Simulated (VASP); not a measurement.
A convergence study with VASP on TbN (space group Fm-3m): one setting is varied, all else stays as given below, so the limit is that of these other settings. Each run relaxes cell and ions; the cell shown is the tightest run's result. The basis is that of the starting cell, so low cut-offs carry a Pulay error.

```yaml
crystal:
  lattice:
    - [0.00000, 2.44418, 2.44418]
    - [2.44418, 0.00000, 2.44418]
    - [2.44418, 2.44418, 0.00000]
  atoms:
    - { symbol: Tb, position: [0.50000, 0.50000, 0.50000] }
    - { symbol: N, position: [0.00000, 0.00000, 0.00000] }
```

Computed with PBEsol GGA, VASP's PBE PAW potentials (set 64) (plane waves; VASP). The tightest run used: 800 eV cut-off, 8×8×8 Γ-centred mesh, Gaussian smearing of 0.050 eV, potentials Tb_3 N.

The 4f electrons are frozen in the core of the lanthanide potential, so 4f levels, which can set the real gap, and their magnetism are missing.

The reference is ENCUT = 800, which took about 30 core-seconds. The timings are rough (shared machines, no repeats); factors under 2 mean little.

Problem. Of the settings ENCUT = 250; ENCUT = 300; ENCUT = 350; ENCUT = 400; ENCUT = 450; ENCUT = 500; ENCUT = 550; ENCUT = 600; ENCUT = 650; ENCUT = 700; ENCUT = 750; ENCUT = 800, which is the lowest that keeps the difference from the reference in relaxed volume (Å³/atom) within 0.05 from there on, and what does it cost?

Solution. ENCUT = 450; its cost over the reference is within a factor of 2.
```
setting      difference in relaxed volume (Å³/atom)  cost over the reference
-----------  --------------------------------------  -----------------------
ENCUT = 250                                   1.491     within a factor of 2
ENCUT = 300                                   0.873     within a factor of 2
ENCUT = 350                                   0.425     within a factor of 2
ENCUT = 400                                   0.169     within a factor of 2
ENCUT = 450                                   0.038     within a factor of 2
ENCUT = 500                                   0.003     within a factor of 2
ENCUT = 550                                   0.004     within a factor of 2
ENCUT = 600                                   0.010     within a factor of 2
ENCUT = 650                                   0.015     within a factor of 2
ENCUT = 700                                   0.009     within a factor of 2
ENCUT = 750                                   0.004     within a factor of 2
ENCUT = 800                                   0.000                reference
```

Left out are rungs that failed or repeat a setting and relaxations that didn't move; long series are thinned to 24 rows.

The structure comes from a computed database's TbN entry (Fm-3m); how it stands against other phases isn't given here.
